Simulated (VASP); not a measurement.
# NaY (Pm-3m) in VASP: settings compared, part 2 of 2

VASP 6.6.1.

**4. Band structure, PBEsol**

POSCAR

```
NaY
1.0
    4.0118800000      0.0000000000      0.0000000000
    0.0000000000      4.0118800000      0.0000000000
    0.0000000000      0.0000000000      4.0118800000
Na Y
1 1
Direct
    0.0000000000      0.0000000000      0.0000000000
    0.5000000000      0.5000000000      0.5000000000
```

INCAR.step1

```
ALGO = Normal
EDIFF = 1E-7
ENCUT = 520
GGA = PS
ISIF = 2
ISMEAR = -1
LASPH = T
LCHARG = T
LMAXMIX = 4
LREAL = F
LWAVE = F
NELM = 60
PREC = Accurate
SIGMA = 0.05
```

KPOINTS.step1

```
k-points
0
Gamma
  7 7 7
```

INCAR.step2

```
ALGO = Normal
EDIFF = 1E-7
ENCUT = 520
GGA = PS
ICHARG = 11
ISIF = 2
ISMEAR = 0
LASPH = T
LCHARG = F
LMAXMIX = 4
LREAL = F
LWAVE = F
NELM = 60
PREC = Accurate
SIGMA = 0.05
```

KPOINTS.step2

```
path GXMGRX,MR
10
line-mode
reciprocal
 0.0000000000  0.0000000000  0.0000000000  G
 0.0000000000  0.5000000000  0.0000000000  X

 0.0000000000  0.5000000000  0.0000000000  X
 0.5000000000  0.5000000000  0.0000000000  M

 0.5000000000  0.5000000000  0.0000000000  M
 0.0000000000  0.0000000000  0.0000000000  G

 0.0000000000  0.0000000000  0.0000000000  G
 0.5000000000  0.5000000000  0.5000000000  R

 0.5000000000  0.5000000000  0.5000000000  R
 0.0000000000  0.5000000000  0.0000000000  X

 0.5000000000  0.5000000000  0.0000000000  M
 0.5000000000  0.5000000000  0.5000000000  R
```

Potentials or basis: VASP PAW PBE potentials, release 64 (Na_pv, Y_sv).

The run is started by

```
$ cat potpaw_PBE.64/Na_pv/POTCAR potpaw_PBE.64/Y_sv/POTCAR > POTCAR
$ cp INCAR.step1 INCAR
$ cp KPOINTS.step1 KPOINTS
$ mpirun -np 1 vasp_std > vasp.out
$ cp INCAR.step2 INCAR
$ cp KPOINTS.step2 KPOINTS
$ mpirun -np 1 vasp_std > vasp.out
```

OUTCAR:

```text
EDIFF = 1E-7
   ENCUT = 520
   GGA = PS
   ICHARG = 11
   ISIF = 2
   ISMEAR = 0
   LASPH = T
   LREAL = F
   NELM = 60
   PREC = Accurate

 ion  position               nearest neighbor table
   1  0.000  0.000  0.000-   2 3.47   2 3.47   2 3.47   2 3.47   2 3.47   2 3.47   2 3.47   2 3.47

   2  0.500  0.500  0.500-   1 3.47   1 3.47   1 3.47   1 3.47   1 3.47   1 3.47   1 3.47   1 3.47

  LATTYP: Found a simple cubic cell.
 ALAT       =     4.0118800000

  Lattice vectors:

 A1 = (   4.0118800000,   0.0000000000,   0.0000000000)
 A2 = (   0.0000000000,   4.0118800000,   0.0000000000)
 A3 = (   0.0000000000,   0.0000000000,   4.0118800000)

Analysis of symmetry for initial positions (statically):
=====================================================================
 Subroutine PRICEL returns:
 Original cell was already a primitive cell.

 Routine SETGRP: Setting up the symmetry group for a
 simple cubic supercell.

 Subroutine GETGRP returns: Found 48 space group operations
 (whereof 48 operations were pure point group operations)
 out of a pool of 48 trial point group operations.

[... 166 lines left out ...]
      5     -21.6061      2.00000
      6     -21.6061      2.00000
      7     -21.6061      2.00000
      8      -2.4375      2.00000
      9       1.6109      1.73212
     10       1.6109      1.73212
     11       4.5783      0.00000
     12       4.5783      0.00000
     13       4.5783      0.00000
[... 354 lines left out ...]
  band No.  band energies     occupation
      1     -41.7253      2.00000
      2     -21.8093      2.00000
      3     -21.7778      2.00000
      4     -21.7291      2.00000
      5     -21.6649      2.00000
      6     -21.6313      2.00000
      7     -21.6285      2.00000
      8      -0.2425      2.00000
      9       1.3808      2.00000
     10       2.2486      0.00000
     11       2.8251      0.00000
     12       3.6913      0.00000
     13       3.7945      0.00000

 [... further k-points ...]

------------------------ aborting loop because EDIFF is reached ----------------------------------------

  FORCE on cell =-STRESS in cart. coord.  units (eV):
  Direction    XX          YY          ZZ          XY          YZ          ZX
  --------------------------------------------------------------------------------------
  -------------------------------------------------------------------------------------
  Total       -0.5460560     -0.5460560     -0.5460560      0.0000000     -0.0000000      0.0000000
  in kB      -13.5488965    -13.5488965    -13.5488965      0.0000000     -0.0000000      0.0000000
  external PRESSURE =     -13.5488965 kB  Pullay stress =       0.0000000 kB

 VOLUME and BASIS-vectors are now :
 -----------------------------------------------------------------------------
  energy-cutoff  :      520.00
  volume of cell :       64.57
      direct lattice vectors                 reciprocal lattice vectors
     4.011880000  0.000000000  0.000000000     0.249259699  0.000000000  0.000000000
     0.000000000  4.011880000  0.000000000     0.000000000  0.249259699  0.000000000
     0.000000000  0.000000000  4.011880000     0.000000000  0.000000000  0.249259699

 POSITION                                       TOTAL-FORCE (eV/Angst)
 -----------------------------------------------------------------------------------
      0.00000      0.00000      0.00000         0.000000      0.000000      0.000000
      2.00594      2.00594      2.00594         0.000000      0.000000      0.000000
 -----------------------------------------------------------------------------------
    total drift:                                0.000000      0.000000      0.000000

  FREE ENERGIE OF THE ION-ELECTRON SYSTEM (eV)
  ---------------------------------------------------
  free  energy   TOTEN  =        -7.4846049187 eV

  energy  without entropy=       -7.4763759809  energy(sigma->0) =       -7.48049045
```

OUTCAR.step1:

```text
EDIFF = 1E-7
   ENCUT = 520
   GGA = PS
   ISIF = 2
   ISMEAR = -1
[... 536 lines left out ...]
 -----------------------------------------------------------------------------------
      0.00000      0.00000      0.00000         0.000000      0.000000      0.000000
      2.00594      2.00594      2.00594         0.000000      0.000000      0.000000
 -----------------------------------------------------------------------------------
    total drift:                                0.000000      0.000000      0.000000

  FREE ENERGIE OF THE ION-ELECTRON SYSTEM (eV)
  ---------------------------------------------------
  free  energy   TOTEN  =        -7.3109111794 eV

  energy  without entropy=       -7.2833640942  energy(sigma->0) =       -7.29713764
```

It took 23 s on 1 thread of Intel Xeon 6975P-C (Granite Rapids), shared host; peak memory 0.2 GiB.

Results:

* Band gap along the path: none (metal or under the smearing width)

Levels at the corners of the path, in eV from the Fermi level:
```tsv
point	band 5	band 6	band 7	band 8	band 9	band 10	band 11	band 12	band 13
Γ	-23.39	-23.39	-23.39	-4.22	-0.17	-0.17	2.79	2.79	2.79
X	-23.51	-23.42	-23.42	-2.25	-1.22	0.33	1.56	1.56	2.95
X	-23.51	-23.42	-23.42	-2.25	-1.22	0.33	1.56	1.56	2.95
M	-23.42	-23.42	-23.41	-1.10	-0.50	0.76	0.76	1.79	1.79
M	-23.42	-23.42	-23.41	-1.10	-0.50	0.76	0.76	1.79	1.79
Γ	-23.39	-23.39	-23.39	-4.22	-0.17	-0.17	2.79	2.79	2.79
Γ	-23.39	-23.39	-23.39	-4.22	-0.17	-0.17	2.79	2.79	2.79
R	-23.50	-23.50	-23.50	-0.37	-0.37	-0.37	2.96	2.96	2.96
R	-23.50	-23.50	-23.50	-0.37	-0.37	-0.37	2.96	2.96	2.96
X	-23.51	-23.42	-23.42	-2.25	-1.22	0.33	1.56	1.56	2.95
M	-23.42	-23.42	-23.41	-1.10	-0.50	0.76	0.76	1.79	1.79
R	-23.50	-23.50	-23.50	-0.37	-0.37	-0.37	2.96	2.96	2.96
```

Caveat: the log is that of the step along the path at fixed density, whose energy, stress, charges and moments have no meaning; the PAW data sets were made with another functional, which shifts forces and pressure a little.

**5. Band structure, RPBE**

POSCAR is that of step 4.

Changes to INCAR.step1 since step 4:

```diff
@@ -3,3 +3,3 @@
 ENCUT = 520
-GGA = PS
+GGA = RP
 ISIF = 2
```

KPOINTS.step1 is that of step 4.

Changes to INCAR.step2 since step 4:

```diff
@@ -3,3 +3,3 @@
 ENCUT = 520
-GGA = PS
+GGA = RP
 ICHARG = 11
```

KPOINTS.step2 is that of step 4.

Potentials or basis: VASP PAW PBE potentials, release 64 (Na_pv, Y_sv).

The run is started by

```
$ cat potpaw_PBE.64/Na_pv/POTCAR potpaw_PBE.64/Y_sv/POTCAR > POTCAR
$ cp INCAR.step1 INCAR
$ cp KPOINTS.step1 KPOINTS
$ mpirun -np 1 vasp_std > vasp.out
$ cp INCAR.step2 INCAR
$ cp KPOINTS.step2 KPOINTS
$ mpirun -np 1 vasp_std > vasp.out
```

OUTCAR:

```text
EDIFF = 1E-7
   ENCUT = 520
   GGA = RP
   ICHARG = 11
   ISIF = 2
   ISMEAR = 0
   LASPH = T
   LREAL = F
   NELM = 60
   PREC = Accurate

 ion  position               nearest neighbor table
   1  0.000  0.000  0.000-   2 3.47   2 3.47   2 3.47   2 3.47   2 3.47   2 3.47   2 3.47   2 3.47

   2  0.500  0.500  0.500-   1 3.47   1 3.47   1 3.47   1 3.47   1 3.47   1 3.47   1 3.47   1 3.47

  LATTYP: Found a simple cubic cell.
 ALAT       =     4.0118800000

  Lattice vectors:

 A1 = (   4.0118800000,   0.0000000000,   0.0000000000)
 A2 = (   0.0000000000,   4.0118800000,   0.0000000000)
 A3 = (   0.0000000000,   0.0000000000,   4.0118800000)

Analysis of symmetry for initial positions (statically):
=====================================================================
 Subroutine PRICEL returns:
 Original cell was already a primitive cell.

 Routine SETGRP: Setting up the symmetry group for a
 simple cubic supercell.

 Subroutine GETGRP returns: Found 48 space group operations
 (whereof 48 operations were pure point group operations)
 out of a pool of 48 trial point group operations.

[... 166 lines left out ...]
      5     -21.5259      2.00000
      6     -21.5259      2.00000
      7     -21.5259      2.00000
      8      -2.2146      2.00000
      9       1.8126      1.75136
     10       1.8126      1.75136
     11       4.8050      0.00000
     12       4.8050      0.00000
     13       4.8050      0.00000
[... 354 lines left out ...]
  band No.  band energies     occupation
      1     -41.6603      2.00000
      2     -21.7263      2.00000
      3     -21.6960      2.00000
      4     -21.6510      2.00000
      5     -21.5842      2.00000
      6     -21.5520      2.00000
      7     -21.5461      2.00000
      8      -0.0272      2.00000
      9       1.6025      2.00000
     10       2.4318      0.00000
     11       3.0349      0.00000
     12       3.9196      0.00000
     13       4.0217      0.00000

 [... further k-points ...]

------------------------ aborting loop because EDIFF is reached ----------------------------------------

  FORCE on cell =-STRESS in cart. coord.  units (eV):
  Direction    XX          YY          ZZ          XY          YZ          ZX
  --------------------------------------------------------------------------------------
  -------------------------------------------------------------------------------------
  Total        0.4232583      0.4232583      0.4232583      0.0000000     -0.0000000      0.0000000
  in kB       10.5020064     10.5020064     10.5020064      0.0000000     -0.0000000      0.0000000
  external PRESSURE =      10.5020064 kB  Pullay stress =       0.0000000 kB

 VOLUME and BASIS-vectors are now :
 -----------------------------------------------------------------------------
  energy-cutoff  :      520.00
  volume of cell :       64.57
      direct lattice vectors                 reciprocal lattice vectors
     4.011880000  0.000000000  0.000000000     0.249259699  0.000000000  0.000000000
     0.000000000  4.011880000  0.000000000     0.000000000  0.249259699  0.000000000
     0.000000000  0.000000000  4.011880000     0.000000000  0.000000000  0.249259699

 POSITION                                       TOTAL-FORCE (eV/Angst)
 -----------------------------------------------------------------------------------
      0.00000      0.00000      0.00000         0.000000      0.000000      0.000000
      2.00594      2.00594      2.00594         0.000000      0.000000      0.000000
 -----------------------------------------------------------------------------------
    total drift:                                0.000000      0.000000      0.000000

  FREE ENERGIE OF THE ION-ELECTRON SYSTEM (eV)
  ---------------------------------------------------
  free  energy   TOTEN  =        -6.6124044662 eV

  energy  without entropy=       -6.6042399455  energy(sigma->0) =       -6.60832221
```

OUTCAR.step1:

```text
EDIFF = 1E-7
   ENCUT = 520
   GGA = RP
   ISIF = 2
   ISMEAR = -1
[... 536 lines left out ...]
 -----------------------------------------------------------------------------------
      0.00000      0.00000      0.00000         0.000000      0.000000      0.000000
      2.00594      2.00594      2.00594         0.000000      0.000000      0.000000
 -----------------------------------------------------------------------------------
    total drift:                                0.000000      0.000000      0.000000

  FREE ENERGIE OF THE ION-ELECTRON SYSTEM (eV)
  ---------------------------------------------------
  free  energy   TOTEN  =        -6.4448667585 eV

  energy  without entropy=       -6.4175348297  energy(sigma->0) =       -6.43120079
```

Run time: 22 s. Hardware: 1 thread of Intel Xeon 6975P-C (Granite Rapids), shared host; peak memory 0.2 GiB.

What came out:

| Item | Value |
| --- | --- |
| Band gap along the path | none (metal or under the smearing width) |

Levels at the corners of the path, in eV from the Fermi level:
| point | band 6 | band 7 | band 8 | band 9 | band 10 | band 11 | band 12 | band 13 |
| --- | --- | --- | --- | --- | --- | --- | --- | --- |
| Γ | -23.51 | -23.51 | -4.20 | -0.18 | -0.18 | 2.82 | 2.82 | 2.82 |
| X | -23.54 | -23.54 | -2.23 | -1.23 | 0.33 | 1.59 | 1.59 | 2.97 |
| X | -23.54 | -23.54 | -2.23 | -1.23 | 0.33 | 1.59 | 1.59 | 2.97 |
| M | -23.55 | -23.53 | -1.08 | -0.47 | 0.73 | 0.73 | 1.81 | 1.81 |
| M | -23.55 | -23.53 | -1.08 | -0.47 | 0.73 | 0.73 | 1.81 | 1.81 |
| Γ | -23.51 | -23.51 | -4.20 | -0.18 | -0.18 | 2.82 | 2.82 | 2.82 |
| Γ | -23.51 | -23.51 | -4.20 | -0.18 | -0.18 | 2.82 | 2.82 | 2.82 |
| R | -23.62 | -23.62 | -0.36 | -0.36 | -0.36 | 2.94 | 2.94 | 2.94 |
| R | -23.62 | -23.62 | -0.36 | -0.36 | -0.36 | 2.94 | 2.94 | 2.94 |
| X | -23.54 | -23.54 | -2.23 | -1.23 | 0.33 | 1.59 | 1.59 | 2.97 |
| M | -23.55 | -23.53 | -1.08 | -0.47 | 0.73 | 0.73 | 1.81 | 1.81 |
| R | -23.62 | -23.62 | -0.36 | -0.36 | -0.36 | 2.94 | 2.94 | 2.94 |

Caveat: the log is that of the step along the path at fixed density, whose energy, stress, charges and moments have no meaning; the PAW data sets were made with another functional, which shifts forces and pressure a little.
